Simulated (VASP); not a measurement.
The input files of a VASP run:

**POSCAR**
```
HgS
1
    4.4307100000     0.0000000000     0.0000000000
   -2.2153550000     3.8371070000     0.0000000000
    0.0000000000     0.0000000000     9.7455900000
Hg S
3 3
Direct
  0.2415500000   0.0000000000   0.6666670000
  0.0000000000   0.2415500000   0.3333330000
  0.7584500000   0.7584500000   0.0000000000
  0.5434900000   0.0000000000   0.1666670000
  0.0000000000   0.5434900000   0.8333330000
  0.4565100000   0.4565100000   0.5000000000
```

INCAR:
```
ALGO = Normal
EDIFF = 1E-6
ENCUT = 300
GGA = PE
ISIF = 2
ISMEAR = 0
LASPH = .TRUE.
LCHARG = .FALSE.
LMAXMIX = 6
LREAL = .FALSE.
LWAVE = .FALSE.
NELM = 100
PREC = Accurate
SIGMA = 0.01
SYSTEM = HgS
```

### KPOINTS
```
K-points
0
gamma
  5 5 2
0 0 0
```

POTCAR, in this order: Hg S (PBE.64 set). Program: vasp_std.

Translate this PBE calculation to Ansatz.

One equivalent input (not run):
Ansatz 0.2 input:
```yaml
crystal:
  lattice:
    - [4.4307100, 0.0000000, 0.0000000]
    - [-2.2153550, 3.8371070, 0.0000000]
    - [0.0000000, 0.0000000, 9.7455900]
  atoms:
    - { symbol: Hg, position: [0.2415500, 0.0000000, 0.6666670] }
    - { symbol: Hg, position: [0.0000000, 0.2415500, 0.3333330] }
    - { symbol: Hg, position: [0.7584500, 0.7584500, 0.0000000] }
    - { symbol: S, position: [0.5434900, 0.0000000, 0.1666670] }
    - { symbol: S, position: [0.0000000, 0.5434900, 0.8333330] }
    - { symbol: S, position: [0.4565100, 0.4565100, 0.5000000] }
kpoints:
  mp_grid: { grid: [5, 5, 2] }
hamiltonian:
  xc: pbe
  pseudopotentials: { kind: paw }
scf:
  occupations: { method: gaussian, width: 0.01 }
  max_iter: 100
output: { forces: true, stress: true, eigenvalues: true }
```
What does not carry over: each code has its own PAW files, so the cut-off isn't converted (ENCUT is set for VASP's; basis.ecutwfc is left out, and Ansatz then takes the one that its files recommend); Ansatz stops its SCF on the density residual and VASP on the energy change (EDIFF).

The structure comes from a computed database's HgS entry, a phase known from measurement. The cell was not relaxed at this level.
